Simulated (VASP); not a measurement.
Output of a VASP run:

**OSZICAR**
```
       N       E                     dE             d eps       ncg     rms          rms(c)
DAV:   1     0.387229301896E+03    0.38723E+03   -0.18214E+04   712   0.115E+03
DAV:   2     0.172069393512E+02   -0.37002E+03   -0.36381E+03   672   0.311E+02
DAV:   3    -0.201949805553E+02   -0.37402E+02   -0.36968E+02   688   0.121E+02
DAV:   4    -0.219287130147E+02   -0.17337E+01   -0.17221E+01   752   0.279E+01
DAV:   5    -0.219932747658E+02   -0.64562E-01   -0.64527E-01   776   0.503E+00    0.767E+00
DAV:   6    -0.217860727911E+02    0.20720E+00   -0.39967E-01   704   0.413E+00    0.533E+00
DAV:   7    -0.217761888152E+02    0.98840E-02   -0.18529E-01   720   0.178E+00    0.258E+00
DAV:   8    -0.217800943503E+02   -0.39055E-02   -0.44423E-02   688   0.935E-01    0.695E-01
DAV:   9    -0.217769282529E+02    0.31661E-02   -0.85266E-03   704   0.568E-01    0.432E-01
DAV:  10    -0.217768138306E+02    0.11442E-03   -0.53846E-03   664   0.338E-01    0.189E-01
DAV:  11    -0.217768831571E+02   -0.69327E-04   -0.46616E-04   720   0.143E-01    0.664E-02
DAV:  12    -0.217768810528E+02    0.21043E-05   -0.30591E-05   768   0.392E-02    0.389E-02
DAV:  13    -0.217768813033E+02   -0.25049E-06   -0.19775E-05   624   0.226E-02    0.230E-02
DAV:  14    -0.217768957744E+02   -0.14471E-04   -0.20254E-05   576   0.167E-02    0.709E-03
DAV:  15    -0.217769064082E+02   -0.10634E-04   -0.22849E-06   560   0.820E-03    0.520E-03
DAV:  16    -0.217769253924E+02   -0.18984E-04   -0.24060E-06   448   0.478E-03    0.462E-03
DAV:  17    -0.217769466071E+02   -0.21215E-04   -0.63029E-06   472   0.619E-03    0.180E-03
DAV:  18    -0.217769503946E+02   -0.37875E-05   -0.16423E-07   376   0.185E-03    0.140E-03
DAV:  19    -0.217769635184E+02   -0.13124E-04   -0.11518E-06   416   0.332E-03    0.106E-03
DAV:  20    -0.217769660264E+02   -0.25081E-05   -0.11289E-07   368   0.154E-03    0.828E-04
DAV:  21    -0.217769690986E+02   -0.30721E-05   -0.59035E-08   344   0.940E-04    0.423E-04
DAV:  22    -0.217769731579E+02   -0.40593E-05   -0.18524E-07   376   0.120E-03    0.507E-04
DAV:  23    -0.217769747232E+02   -0.15653E-05   -0.25808E-08   328   0.609E-04    0.347E-04
DAV:  24    -0.217769764036E+02   -0.16804E-05   -0.34855E-08   312   0.552E-04    0.920E-05
DAV:  25    -0.217769770637E+02   -0.66016E-06   -0.26203E-08   304   0.394E-04
   1 F= -.21776977E+02 E0= -.21776977E+02  d E =-.859901E-06  mag=     0.0000    -0.0000    -0.0000
       N       E                     dE             ncg
       N       E                     dE             ncg
       N       E                     dE             ncg
       N       E                     dE             ncg
       N       E                     dE             ncg
       N       E                     dE             ncg
       N       E                     dE             ncg
       N       E                     dE             ncg
       N       E                     dE             ncg
       N       E                     dE             ncg
```

OUTCAR:
```
------------------------ aborting loop because EDIFF is reached ----------------------------------------
  FORCE on cell =-STRESS in cart. coord.  units (eV):
  Direction    XX          YY          ZZ          XY          YZ          ZX
  --------------------------------------------------------------------------------------
  Total        0.1872132      0.1872132      0.3483140      0.0000000      0.0000000      0.0000000
  in kB        0.7679520      0.7679519      1.4287905      0.0000000      0.0000000      0.0000000
  external PRESSURE =       0.9882315 kB  Pullay stress =       0.0000000 kB
  volume of cell :      390.58
      direct lattice vectors                 reciprocal lattice vectors
     4.346957028  0.000000000  0.000000000     0.230045982  0.132817115  0.000000000
    -2.173478514  3.764575058  0.000000000     0.000000000  0.265634231  0.000000000
     0.000000000  0.000000000 23.867760783     0.000000000  0.000000000  0.041897521
 POSITION                                       TOTAL-FORCE (eV/Angst)
 -----------------------------------------------------------------------------------
     -0.00000      2.50972      9.90622        -0.000000     -0.000000      0.028517
      0.00000      0.00000     13.96154         0.000000      0.000000     -0.028517
      0.00000      0.00000      8.18333         0.000000     -0.000000     -0.070079
      2.17348      1.25486     11.93388         0.000000      0.000000      0.000000
     -0.00000      2.50972     15.68443        -0.000000      0.000000      0.070079
 -----------------------------------------------------------------------------------
    total drift:                                0.002343     -0.001353      0.000729
  FREE ENERGIE OF THE ION-ELECTRON SYSTEM (eV)
  ---------------------------------------------------
  free  energy   TOTEN  =       -21.7769770637 eV

  energy  without entropy=      -21.7769762038  energy(sigma->0) =      -21.77697663

 Ion:    1  E_soc:     -1.4019331

 Ion:    2  E_soc:     -1.4019331

 Ion:    3  E_soc:     -0.2285682

 Ion:    4  E_soc:     -0.2028789

 Ion:    5  E_soc:     -0.2285682
```
(Selected blocks of OUTCAR.)

File POSCAR:
```
Bi2Te3
1
    4.3469570281    -0.0000000000     0.0000000000
   -2.1734785140     3.7645750582    -0.0000000000
    0.0000000000     0.0000000000    23.8677607830
Bi Te
2 3
Direct
  0.3333330000   0.6666670000   0.4150462368
  0.0000000000   0.0000000000   0.5849537632
  1.0000000000   1.0000000000   0.3428610729
  0.6666670000   0.3333330000   0.5000000000
  0.3333330000   0.6666670000   0.6571389271
```

Write an INCAR and KPOINTS that could have produced this output.

One answer among several that fit: the input of the run itself, PBEsol GGA with spin-orbit coupling, plane waves, VASP's PBE PAW potentials (set 64).

File KPOINTS:
```
Automatic
0
Gamma
  5 5 1
```

**KPOINTS_OPT**
```
k-points along high-symmetry lines
16
Line-mode
Reciprocal
  0.000000   0.000000   0.000000 ! GAMMA
  0.500000   0.000000   0.000000 ! M

  0.500000   0.000000   0.000000 ! M
  0.333333   0.333333   0.000000 ! K

  0.333333   0.333333   0.000000 ! K
  0.000000   0.000000   0.000000 ! GAMMA
```

**INCAR**
```
# general
SYSTEM     = Bi2Te3
PREC       = Accurate
ENCUT      = 400
LREAL      = F
LASPH      = T

# electronic loop
EDIFF      = 1E-6
NELM       = 100
ALGO       = Normal
LMAXMIX    = 4

# smearing
ISMEAR     = 0
SIGMA      = 0.05

# functional
GGA        = PS
GGA_COMPAT = F

# spin
MAGMOM     = 0 0 0 0 0 0 0 0 0 0 0 0 0 0 0
LSORBIT    = T

# output
LWAVE      = F
LCHARG     = F
```

POTCAR, in this order: Bi_d Te (PBE.64 set). Program: vasp_ncl.

The cell holds a wide vacuum, so values per volume refer to the whole cell.

The cell is a sheet with vacuum, built from a generated structure.
